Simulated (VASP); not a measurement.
OSZICAR of a VASP run on CdF2 (fluorite):

### OSZICAR
```
       N       E                     dE             d eps       ncg     rms          rms(c)
DAV:   1     0.227603013334E+03    0.22760E+03   -0.17905E+04  1010   0.184E+03
DAV:   2    -0.289998243790E+01   -0.23050E+03   -0.22485E+03  1066   0.427E+02
DAV:   3    -0.123167785020E+02   -0.94168E+01   -0.93947E+01  1099   0.967E+01
DAV:   4    -0.123661994500E+02   -0.49421E-01   -0.49410E-01  1155   0.683E+00
DAV:   5    -0.123663647670E+02   -0.16532E-03   -0.16531E-03  1109   0.345E-01    0.141E+01
DAV:   6    -0.110685533130E+02    0.12978E+01   -0.37614E+00  1278   0.361E+01    0.106E+01
DAV:   7    -0.110878799778E+02   -0.19327E-01   -0.61537E-01   994   0.863E+00    0.612E+00
DAV:   8    -0.110824764402E+02    0.54035E-02   -0.91599E-02  1022   0.382E+00    0.521E-01
DAV:   9    -0.110770420374E+02    0.54344E-02   -0.24388E-02  1219   0.265E+00    0.793E-02
DAV:  10    -0.110775302765E+02   -0.48824E-03   -0.24122E-03   994   0.492E-01    0.733E-02
DAV:  11    -0.110775707915E+02   -0.40515E-04   -0.71570E-05  1060   0.907E-02    0.233E-02
DAV:  12    -0.110775751632E+02   -0.43717E-05   -0.74643E-06  1028   0.415E-02    0.105E-02
DAV:  13    -0.110775772358E+02   -0.20726E-05   -0.75940E-06  1013   0.299E-02    0.951E-03
DAV:  14    -0.110775769960E+02    0.23981E-06   -0.11791E-06   713   0.195E-02
   1 F= -.18413540E+01 E0= -.18413540E+01  d E =-.184135E+01
       N       E                     dE             d eps       ncg     rms          rms(c)
DAV:   1    -0.154449298646E+02   -0.43674E+01   -0.12880E+02   996   0.146E+02    0.208E+01
DAV:   2    -0.100250145844E+02    0.54199E+01   -0.15238E+01   993   0.415E+01    0.554E+00
DAV:   3    -0.960161860074E+01    0.42340E+00   -0.12227E+00   996   0.199E+01    0.343E+00
DAV:   4    -0.955657771568E+01    0.45041E-01   -0.10683E-01  1153   0.541E+00    0.219E+00
DAV:   5    -0.954929462891E+01    0.72831E-02   -0.32218E-02  1011   0.258E+00    0.298E-01
DAV:   6    -0.954871598127E+01    0.57865E-03   -0.17705E-03  1096   0.113E+00    0.107E-01
DAV:   7    -0.954876669952E+01   -0.50718E-04   -0.77293E-04  1093   0.541E-01    0.480E-02
DAV:   8    -0.954876530317E+01    0.13964E-05   -0.14891E-04   996   0.254E-01    0.813E-03
DAV:   9    -0.954876563512E+01   -0.33195E-06   -0.37903E-06  1017   0.356E-02
   2 F= -.16252826E+01 E0= -.16252826E+01  d E =0.216071E+00
       N       E                     dE             d eps       ncg     rms          rms(c)
DAV:   1    -0.130296112600E+02   -0.34808E+01   -0.53649E+01   995   0.962E+01    0.116E+01
DAV:   2    -0.109015964606E+02    0.21280E+01   -0.63277E+00   991   0.272E+01    0.470E+00
DAV:   3    -0.107086139229E+02    0.19298E+00   -0.44282E-01   990   0.132E+01    0.415E+00
DAV:   4    -0.106825390421E+02    0.26075E-01   -0.63673E-02  1149   0.449E+00    0.195E+00
DAV:   5    -0.106807869558E+02    0.17521E-02   -0.17953E-02  1007   0.183E+00    0.160E-01
DAV:   6    -0.106806530838E+02    0.13387E-03   -0.32396E-04  1100   0.387E-01    0.110E-01
DAV:   7    -0.106806688919E+02   -0.15808E-04   -0.34838E-04  1005   0.366E-01    0.191E-02
DAV:   8    -0.106806710347E+02   -0.21428E-05   -0.39617E-05  1020   0.924E-02    0.355E-03
DAV:   9    -0.106806713236E+02   -0.28895E-06   -0.10412E-06   758   0.103E-02
   3 F= -.19287745E+01 E0= -.19287745E+01  d E =-.874205E-01
       N       E                     dE             d eps       ncg     rms          rms(c)
DAV:   1    -0.106666234356E+02    0.14048E-01   -0.15734E-02   998   0.163E+00    0.204E-01
DAV:   2    -0.106659635149E+02    0.65992E-03   -0.19842E-03   991   0.472E-01    0.639E-02
DAV:   3    -0.106659086528E+02    0.54862E-04   -0.13997E-04   993   0.247E-01    0.545E-02
DAV:   4    -0.106659035753E+02    0.50775E-05   -0.17919E-05  1068   0.646E-02    0.324E-02
DAV:   5    -0.106659038093E+02   -0.23402E-06   -0.52579E-06  1009   0.323E-02
   4 F= -.19288451E+01 E0= -.19288451E+01  d E =-.874910E-01
```

### Question
Which electronic solver shows in the log?

### Answer
It is blocked Davidson (ALGO = Normal, or the opening steps of other solvers). The INCAR had ALGO = Normal.

### Question
Can the final energy be trusted as converged?

### Answer
Self-consistency was reached. It stopped with EDIFF = 1E-6, NELM = 100, NSW = 40 and EDIFFG = -0.02 after 4 ionic steps (PBEsol GGA, plane waves, VASP's PBE PAW potentials (set 64)). Energy and stress use the plane-wave basis of the starting cell.

The compound is CdF2 in the fluorite structure. This run relaxes it under an external pressure of 45 GPa. Symmetry was kept, so distortions that lower it aren't found.
